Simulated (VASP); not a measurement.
# PtF2 (F-43m) in VASP: single point with PBE

Aim: the single point of PtF2 with PBE.

Everything below comes from runs of VASP 6.6.1. Logs are shortened: lines on timing, memory, paths and dates and some standing lists are left out, and cuts for length are marked.

## (1) The cell of the first run

Symmetry: F-43m, No. 216, cubic system. Conventional cell: a = 5.448 Å, b = 5.448 Å, c = 5.448 Å, α = 90.00°, β = 90.00°, γ = 90.00°. Around Pt (site symmetry -43m) lie 4 F at 2.36 Å. Around F (site symmetry -43m) lie 4 F at 2.36 Å. Around F (site symmetry -43m) lie 4 Pt at 2.36 Å and 4 F at 2.36 Å.

The cell was built by a generator and needn't be a form met in nature.

## (2) Single point, PBE, collinear spin, typed start (random cell by space group and Wyckoff sites (F-43m, No. 216))

INCAR

```
SYSTEM = PtF2
ALGO = Fast
EDIFF = 1E-7
ENCUT = 520
GGA = PE
ISIF = 2
ISMEAR = 0
ISPIN = 2
LASPH = .True.
LCHARG = .False.
LMAXMIX = 4
LORBIT = 11
LREAL = .False.
LWAVE = .False.
MAGMOM = 1.44 0.26 0.26
NBANDS = 23
NELM = 150
PREC = Accurate
SIGMA = 0.1
```

KPOINTS

```
k-points
0
Gamma
  14 14 14
  0 0 0
```

POSCAR

```
PtF2
1.0
    0.0000000000      2.7241521506      2.7241521506
    2.7241521506      0.0000000000      2.7241521506
    2.7241521506      2.7241521506      0.0000000000
Pt F
1 2
Direct
    0.2500000000      0.2500000000      0.2500000000
    0.7500000000      0.7500000000      0.7500000000
    0.5000000000      0.5000000000      0.5000000000
```

Potentials or basis: VASP PAW PBE potentials, release 64 (Pt, F).

Launch:

```console
cat potpaw_PBE.64/Pt/POTCAR potpaw_PBE.64/F/POTCAR > POTCAR
mpirun -np 1 vasp_std > vasp.out
```

OUTCAR:

```text
SYSTEM = PtF2
   EDIFF = 1E-7
   ENCUT = 520
   GGA = PE
   ISIF = 2
   ISMEAR = 0
   ISPIN = 2
   LASPH = .True.
   LORBIT = 11
   LREAL = .False.
   NELM = 150
   PREC = Accurate

 ion  position               nearest neighbor table
   1  0.250  0.250  0.250-   3 2.36   3 2.36   3 2.36   3 2.36
   2  0.750  0.750  0.750-
   3  0.500  0.500  0.500-   1 2.36   1 2.36   1 2.36   1 2.36

  LATTYP: Found a face centered cubic cell.
 ALAT       =     5.4483043012

  Lattice vectors:

 A1 = (   0.0000000000,   2.7241521506,   2.7241521506)
 A2 = (   2.7241521506,   0.0000000000,   2.7241521506)
 A3 = (   2.7241521506,   2.7241521506,   0.0000000000)

Analysis of symmetry for initial positions (statically):
=====================================================================
 Subroutine PRICEL returns:
 Original cell was already a primitive cell.

 Routine SETGRP: Setting up the symmetry group for a
 face centered cubic supercell.

 Subroutine GETGRP returns: Found 24 space group operations
 (whereof 24 operations were pure point group operations)
 out of a pool of 48 trial point group operations.

The static configuration has the point symmetry T_d .

Analysis of symmetry for dynamics (positions and initial velocities):
=====================================================================
 Subroutine PRICEL returns:
 Original cell was already a primitive cell.

 Routine SETGRP: Setting up the symmetry group for a
 face centered cubic supercell.

 Subroutine GETGRP returns: Found 24 space group operations
 (whereof 24 operations were pure point group operations)
 out of a pool of 48 trial point group operations.

The dynamic configuration has the point symmetry T_d .

Analysis of structural, dynamic, and magnetic symmetry:
=====================================================================
 Subroutine PRICEL returns:
 Original cell was already a primitive cell.

 Routine SETGRP: Setting up the symmetry group for a
 face centered cubic supercell.

 Subroutine GETGRP returns: Found 24 space group operations
 (whereof 24 operations were pure point group operations)
 out of a pool of 48 trial point group operations.

The overall configuration has the point symmetry T_d .

 Subroutine INISYM returns: Found 24 space group operations
 (whereof 24 operations are pure point group operations),
 and found     1 'primitive' translations

----------------------------------------------------------------------------------------

                                     Primitive cell

  volume of cell :      40.4319

  direct lattice vectors                    reciprocal lattice vectors
     0.000000000  2.724152151  2.724152151    -0.183543346  0.183543346  0.183543346
     2.724152151  0.000000000  2.724152151     0.183543346 -0.183543346  0.183543346
     2.724152151  2.724152151  0.000000000     0.183543346  0.183543346 -0.183543346

  length of vectors
     3.852532917  3.852532917  3.852532917     0.317906400  0.317906400  0.317906400

  position of ions in fractional coordinates (direct lattice)
     0.250000000  0.250000000  0.250000000
     0.750000000  0.750000000  0.750000000
     0.500000000  0.500000000  0.500000000

  ion indices of the primitive-cell ions
   primitive index   ion index
                 1           1
                 2           2
                 3           3

----------------------------------------------------------------------------------------

 KPOINTS: k-points

Automatic generation of k-mesh.
 Grid dimensions read from file:
 generate k-points for:   14   14   14

 Generating k-lattice:

  Cartesian coordinates                     Fractional coordinates (reciprocal lattice)
    -0.013110239  0.013110239  0.013110239     0.071428571  0.000000000  0.000000000
     0.013110239 -0.013110239  0.013110239     0.000000000  0.071428571  0.000000000
     0.013110239  0.013110239 -0.013110239     0.000000000  0.000000000  0.071428571

  Length of vectors
     0.022707600  0.022707600  0.022707600

  Shift w.r.t. Gamma in fractional coordinates (k-lattice)
     0.000000000  0.000000000  0.000000000

 Subroutine IBZKPT returns following result:
 ===========================================

 Found    104 irreducible k-points:

 Following reciprocal coordinates:
            Coordinates               Weight
  0.000000  0.000000  0.000000      1.000000
  0.071429  0.000000  0.000000      8.000000
  0.142857  0.000000  0.000000      8.000000
  0.214286  0.000000  0.000000      8.000000
  0.285714  0.000000  0.000000      8.000000
  0.357143  0.000000  0.000000      8.000000
[... 16 lines left out ...]
  0.214286  0.142857  0.000000     24.000000
  0.285714  0.142857  0.000000     24.000000
 [... further k-points ...]
   k-points           NKPTS =    104   k-points in BZ     NKDIM =    104   number of bands    NBANDS=     23
   number of dos      NEDOS =    301   number of ions     NIONS =      3
   total plane-waves  NPLWV =  27000
   dimension x,y,z NGX =    30 NGY =   30 NGZ =   30
   dimension x,y,z NGXF=    60 NGYF=   60 NGZF=   60
   ions per type =               1   2
   NGX,Y,Z   is equivalent  to a cutoff of  12.95, 12.95, 12.95 a.u.
   NGXF,Y,Z  is equivalent  to a cutoff of  25.89, 25.89, 25.89 a.u.
 SYSTEM =  PtF2
   PREC   = accura    normal or accurate (medium, high low for compatibility)
   ISTART =      0    job   : 0-new  1-cont  2-samecut
   ICHARG =      2    charge: 1-file 2-atom 10-const
   ISPIN  =      2    spin polarized calculation?
   LNONCOLLINEAR =      F non collinear calculations
   LSORBIT =      F    spin-orbit coupling
   LASPH  =      T    aspherical Exc in radial PAW
   ENCUT  =  520.0 eV  38.22 Ry    6.18 a.u.   7.16  7.16  7.16*2*pi/ulx,y,z
   NELM   =    150;   NELMIN=  2; NELMDL= -5     # of ELM steps
   EDIFF  = 0.1E-06   stopping-criterion for ELM
   LREAL  =      F    real-space projection
   EDIFFG = 0.1E-05   stopping-criterion for IOM
   NSW    =      0    number of steps for IOM
   IBRION =     -1    ionic relax: 0-MD 1-quasi-New 2-CG
   NFREE  =      0    steps in history (QN), initial steepest desc. (CG)
   ISIF   =      2    stress and relaxation
   ISYM   =      2    0-nonsym 1-usesym 2-fastsym
   POTIM  = 0.5000    time-step for ionic-motion
   TEBEG  =    0.0;   TEEND  =   0.0 temperature during run
   PSTRESS=    0.0 pullay stress
   NELECT =      24.0000    total number of electrons
   NUPDOWN=      -1.0000    fix difference up-down
   EMIN   =  10.00;   EMAX   =-10.00  energy-range for DOS
   EFERMI =   0.00;   METHOD = LEGACY
   ISMEAR =     0;   SIGMA  =   0.10  broadening in eV -4-tet -1-fermi 0-gaus
   EFERMI_NEDOS =   21; number of points for ismear=-14 and -15
   IALGO  =     68    algorithm
   IMIX   =      4    mixing-type and parameters
     AMIX     =   0.40;   BMIX     =  1.00
     AMIX_MAG =   1.60;   BMIX_MAG =  1.00
  volume/ion in A,a.u.               =      13.48        90.95
  Fermi-wavevector in a.u.,A,eV,Ry     =   1.375848  2.599976 25.755265  1.892959
  Thomas-Fermi vector in A             =   2.501147
   LORBIT       =     11    0 simple, 1 ext, 2 COOP (PROOUT), +10 PAW based schemes
   GGA     = PE    functional components
   LHFCALC =     F    Hartree Fock is set to
   AEXX    =    0.0000 exact exchange contribution
   IVDW    =     0    specifies the selected vdW correction
   LEPSILON=     F    determine dielectric tensor
   LRPA    =     F    only Hartree local field effects (RPA)
 spin polarized calculation
 RMM-DIIS sequential band-by-band and
 Gauss-broadening in eV      SIGMA  =   0.10
  energy-cutoff  :      520.00
  volume of cell :       40.43
 maximum number of plane-waves:      1106
 NGX is ok and might be reduce to    30
   NGX = 15   NGY = 15   NGZ = 15

 number of electron      23.9999984 magnetization       2.0136753

 Free energy of the ion-electron system (eV)
  ---------------------------------------------------
  ext. energy  EPLUGINS =         0.00000000
  ---------------------------------------------------
  free energy    TOTEN  =        -9.13249924 eV

  energy without entropy =       -9.10267667  energy(sigma->0) =       -9.11758795

 E-fermi :   3.0547     XC(G=0): -10.7739

 val. band max:        3.0524283844   @ k =  -0.4286   0.3571   0.1429
 cond. band min:       3.0618121020   @ k =  -0.2143   0.2143   0.0000
 fundamental gap:      0.0093837176
 Fermi energy:         3.0546995157

 spin component 1

 k-point     1 :       0.0000    0.0000    0.0000
  band No.  band energies     occupation
      1     -20.3948      1.00000
      2     -18.0126      1.00000
      3      -2.5950      1.00000
      4      -2.5950      1.00000
      5      -2.5950      1.00000
      6       0.2310      1.00000
[... 15 lines left out ...]
     22      23.0367      0.00000
     23      23.0367      0.00000
[... 575 lines left out ...]
      1     -20.2488      1.00000
      2     -18.1477      1.00000
      3      -2.7802      1.00000
      4      -2.6190      1.00000
      5      -2.5003      1.00000
      6      -0.6555      1.00000
[... 15 lines left out ...]
     22      23.4385      0.00000
     23      24.9976      0.00000

 [... further k-points ...]

 spin component 2

 k-point     1 :       0.0000    0.0000    0.0000
  band No.  band energies     occupation
      1     -19.9307      1.00000
      2     -17.6266      1.00000
      3      -2.0417      1.00000
      4      -2.0417      1.00000
      5      -2.0417      1.00000
      6       0.5826      1.00000
[... 15 lines left out ...]
     22      23.2156      0.00000
     23      23.2156      0.00000
[... 575 lines left out ...]
      1     -19.7706      1.00000
      2     -17.7760      1.00000
      3      -2.3030      1.00000
      4      -2.1188      1.00000
      5      -1.9803      1.00000
      6      -0.2066      1.00000
[... 15 lines left out ...]
     22      23.6608      0.00000
     23      25.2006      0.00000

 [... further k-points ...]

------------------------ aborting loop because EDIFF is reached ----------------------------------------

  FORCE on cell =-STRESS in cart. coord.  units (eV):
  Direction    XX          YY          ZZ          XY          YZ          ZX
  --------------------------------------------------------------------------------------
  -------------------------------------------------------------------------------------
  Total       -0.0899734     -0.0899734     -0.0899734      0.0000000      0.0000000      0.0000000
  in kB       -3.5653361     -3.5653361     -3.5653361      0.0000000      0.0000000      0.0000000
  external PRESSURE =      -3.5653361 kB  Pullay stress =       0.0000000 kB

 VOLUME and BASIS-vectors are now :
 -----------------------------------------------------------------------------
  energy-cutoff  :      520.00
  volume of cell :       40.43
      direct lattice vectors                 reciprocal lattice vectors
     0.000000000  2.724152151  2.724152151    -0.183543346  0.183543346  0.183543346
     2.724152151  0.000000000  2.724152151     0.183543346 -0.183543346  0.183543346
     2.724152151  2.724152151  0.000000000     0.183543346  0.183543346 -0.183543346

 POSITION                                       TOTAL-FORCE (eV/Angst)
 -----------------------------------------------------------------------------------
      1.36208      1.36208      1.36208         0.000000     -0.000000     -0.000000
      4.08623      4.08623      4.08623        -0.000000     -0.000000     -0.000000
      2.72415      2.72415      2.72415        -0.000000      0.000000      0.000000
 -----------------------------------------------------------------------------------
    total drift:                               -0.000000     -0.000000     -0.000000

  FREE ENERGIE OF THE ION-ELECTRON SYSTEM (eV)
  ---------------------------------------------------
  free  energy   TOTEN  =        -9.1324992363 eV

  energy  without entropy=       -9.1026766693  energy(sigma->0) =       -9.11758795

 total charge

# of ion       s       p       d       tot
------------------------------------------
    1        0.286   0.189   7.881   8.356
    2        1.753   4.236   0.000   5.989
    3        1.761   4.221   0.000   5.982
--------------------------------------------------
tot          3.800   8.646   7.881  20.327

 magnetization (x)

# of ion       s       p       d       tot
------------------------------------------
    1        0.006   0.007   1.494   1.507
    2        0.001   0.185   0.000   0.186
    3        0.002   0.266   0.000   0.268
--------------------------------------------------
tot          0.008   0.458   1.494   1.960
```

It took 3.5 min on 1 thread of Intel Xeon Platinum 8488C (Sapphire Rapids), shared host; peak memory 0.29 GiB.

What came out:

```yaml
Free_energy: -9.1325 eV
Pressure: -0.4 GPa
Band_gap_on_the_k_mesh: none (metal or under the smearing width)
Net_moment: 2.01 μB per cell
Site_moments: Pt +1.51; F +0.19, +0.27 μB
Valence_electrons_inside_the_program's_atomic_spheres: Pt 8.36; F 5.99, 5.98
```

The run has no spin-orbit coupling, so splittings on Pt are missing.
